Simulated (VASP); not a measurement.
```
CELL_PARAMETERS angstrom
      3.14514     0.00000     0.00000
     -1.57257     2.72377     0.00000
      0.00000     0.00000    14.76671
ATOMIC_POSITIONS crystal
  Mg 0.00000 0.00000 0.99909
  Mg 0.66667 0.33333 0.50375
  Mg 0.00000 0.00000 0.32986
  Cd 0.66667 0.33333 0.83507
  Cd 0.00000 0.00000 0.66773
  Cd 0.66667 0.33333 0.16449
```

The numbers are results of PBEsol GGA with spin-orbit coupling, VASP's PBE PAW potentials (set 64) (plane waves; VASP), not measurements. Run with 400 eV cut-off, 10×10×2 Γ-centred mesh, Gaussian smearing of 0.050 eV, potentials Mg Cd.

Task: Give the energies of bands 36 to 49 at the high-symmetry points, in eV from the Fermi level.

Result: 
```csv
band,Γ,M,K,A,L,H
36,-7.19,-2.37,-0.81,-6.77,-2.58,-0.93
37,-5.33,-2.28,-0.79,-6.27,-2.51,-0.69
38,-5.33,-2.28,-0.76,-6.27,-2.51,-0.63
39,-5.10,-2.03,-0.45,-3.62,-1.72,-0.61
40,-5.10,-2.03,-0.39,-3.62,-1.72,-0.60
41,-2.10,-1.95,-0.30,-3.57,-1.65,-0.57
42,-2.10,-1.95,-0.23,-3.57,-1.65,-0.47
43,-0.93,-0.23,-0.22,0.70,-0.83,-0.11
44,-0.93,-0.23,-0.14,0.70,-0.83,-0.04
45,3.09,0.04,-0.08,1.06,-0.39,0.12
46,3.09,0.04,-0.06,1.06,-0.39,0.23
47,3.86,0.30,-0.05,6.02,1.24,0.70
48,3.86,0.30,-0.01,6.02,1.24,0.72
49,8.71,0.86,1.24,6.62,1.67,0.80
```

It has no gap at this level: it comes out as a metal or semimetal.

The structure comes from a computed database's MgCd entry (P3m1); how it stands against other phases isn't given here. It was relaxed first, which changed the volume by -6 %.
